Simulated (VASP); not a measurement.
Calculation: PW91 GGA, VASP's PBE PAW potentials (set 64) (plane waves; VASP).

The input files of a VASP run:

### INCAR
```
# general
SYSTEM = C
PREC   = Accurate
ENCUT  = 520   # plane-wave cut-off (eV)
LREAL  = .FALSE.   # projection in real space or not
LASPH  = .TRUE.

# electronic loop
EDIFF  = 1E-6
NELM   = 100
ALGO   = Normal   # blocked Davidson

# smearing
ISMEAR = 0   # Gaussian
SIGMA  = 0.05   # width (eV)

# functional
GGA    = 91

# ions
IBRION = 2
NSW    = 60
ISIF   = 3   # ions, shape and volume
EDIFFG = -0.01   # ionic stop

# output
LWAVE  = .FALSE.
LCHARG = .FALSE.
```

KPOINTS:
```
K-points
0
gamma
11 11 11
0 0 0
```

**POSCAR**
```
C
1
    0.0000000000     1.7835000000     1.7835000000
    1.7835000000     0.0000000000     1.7835000000
    1.7835000000     1.7835000000     0.0000000000
C
2
Direct
  0.0000000000   0.0000000000   0.0000000000
  0.2500000000   0.2500000000   0.2500000000
```

POTCAR, in this order: C (PBE.64 set). Program: vasp_std.

The run wrote:

**OSZICAR**
```
       N       E                     dE             d eps       ncg     rms          rms(c)
DAV:   1    -0.279388806776E+01   -0.27939E+01   -0.49840E+03   936   0.983E+02
DAV:   2    -0.187638872918E+02   -0.15970E+02   -0.15611E+02  1432   0.108E+02
DAV:   3    -0.188590287204E+02   -0.95141E-01   -0.95141E-01   912   0.107E+01
DAV:   4    -0.188591870619E+02   -0.15834E-03   -0.15834E-03  1296   0.459E-01
DAV:   5    -0.188591871036E+02   -0.41693E-07   -0.41693E-07   936   0.553E-03    0.556E+00
DAV:   6    -0.183613330474E+02    0.49785E+00   -0.38643E-01   928   0.494E+00    0.331E+00
DAV:   7    -0.181907666025E+02    0.17057E+00   -0.44208E-01  1048   0.536E+00    0.750E-01
DAV:   8    -0.181916685984E+02   -0.90200E-03   -0.15862E-03   920   0.463E-01    0.337E-02
DAV:   9    -0.181916852395E+02   -0.16641E-04   -0.52138E-05  1296   0.687E-02    0.262E-02
DAV:  10    -0.181916934522E+02   -0.82126E-05   -0.73098E-06   976   0.314E-02    0.658E-03
DAV:  11    -0.181916933191E+02    0.13308E-06   -0.57314E-08   512   0.237E-03
   1 F= -.18191693E+02 E0= -.18191693E+02  d E =-.181917E+02
       N       E                     dE             d eps       ncg     rms          rms(c)
DAV:   1    -0.181923090088E+02   -0.61556E-03   -0.61955E-02  1056   0.257E+00    0.220E-01
DAV:   2    -0.181916507109E+02    0.65830E-03   -0.54624E-04   984   0.224E-01    0.115E-01
DAV:   3    -0.181913812631E+02    0.26945E-03   -0.55332E-04   968   0.184E-01    0.175E-02
DAV:   4    -0.181913797296E+02    0.15335E-05   -0.11062E-06   880   0.142E-02    0.118E-02
DAV:   5    -0.181913783632E+02    0.13664E-05   -0.16919E-07   528   0.608E-03    0.396E-04
DAV:   6    -0.181913783433E+02    0.19945E-07   -0.51203E-09   448   0.911E-04
   2 F= -.18191378E+02 E0= -.18191378E+02  d E =0.314976E-03
       N       E                     dE             d eps       ncg     rms          rms(c)
DAV:   1    -0.181925948363E+02   -0.12165E-02   -0.19002E-02  1080   0.143E+00    0.122E-01
DAV:   2    -0.181923928646E+02    0.20197E-03   -0.16517E-04   984   0.123E-01    0.634E-02
DAV:   3    -0.181923154948E+02    0.77370E-04   -0.16848E-04   968   0.102E-01    0.991E-03
DAV:   4    -0.181923155147E+02   -0.19910E-07   -0.34119E-07   824   0.785E-03
   3 F= -.18192316E+02 E0= -.18192316E+02  d E =-.622196E-03
```

### OUTCAR
```
------------------------ aborting loop because EDIFF is reached ----------------------------------------
  FORCE on cell =-STRESS in cart. coord.  units (eV):
  Direction    XX          YY          ZZ          XY          YZ          ZX
  --------------------------------------------------------------------------------------
  Total        0.0006029      0.0006029      0.0006029      0.0000000     -0.0000000      0.0000000
  in kB        0.0846018      0.0846018      0.0846018      0.0000000     -0.0000000      0.0000000
  external PRESSURE =       0.0846018 kB  Pullay stress =       0.0000000 kB
  volume of cell :       11.42
      direct lattice vectors                 reciprocal lattice vectors
    -0.000000000  1.787284537  1.787284537    -0.279754001  0.279754001  0.279754001
     1.787284537 -0.000000000  1.787284537     0.279754001 -0.279754001  0.279754001
     1.787284537  1.787284537  0.000000000     0.279754001  0.279754001 -0.279754001
 POSITION                                       TOTAL-FORCE (eV/Angst)
 -----------------------------------------------------------------------------------
      0.00000      0.00000      0.00000         0.000000      0.000000      0.000000
      0.89364      0.89364      0.89364        -0.000000     -0.000000     -0.000000
 -----------------------------------------------------------------------------------
    total drift:                                0.000000      0.000000      0.000000
  FREE ENERGIE OF THE ION-ELECTRON SYSTEM (eV)
  ---------------------------------------------------
  free  energy   TOTEN  =       -18.1923155147 eV

  energy  without entropy=      -18.1923155147  energy(sigma->0) =      -18.19231551

 reached required accuracy - stopping structural energy minimisation
```
(Selected blocks of OUTCAR.)

### CONTCAR
```
C
   1.00000000000000
    -0.0000000000000000    1.7872845365414276    1.7872845365414276
     1.7872845365414276   -0.0000000000000000    1.7872845365414276
     1.7872845365414276    1.7872845365414276    0.0000000000000000
  C
     2
Direct
     0.0000000000000000    0.0000000000000000    0.0000000000000000
     0.2500000000000000    0.2500000000000000    0.2500000000000000
```

The compound is C in the diamond structure. This run relaxes it. Symmetry was kept, so distortions that lower it aren't found.
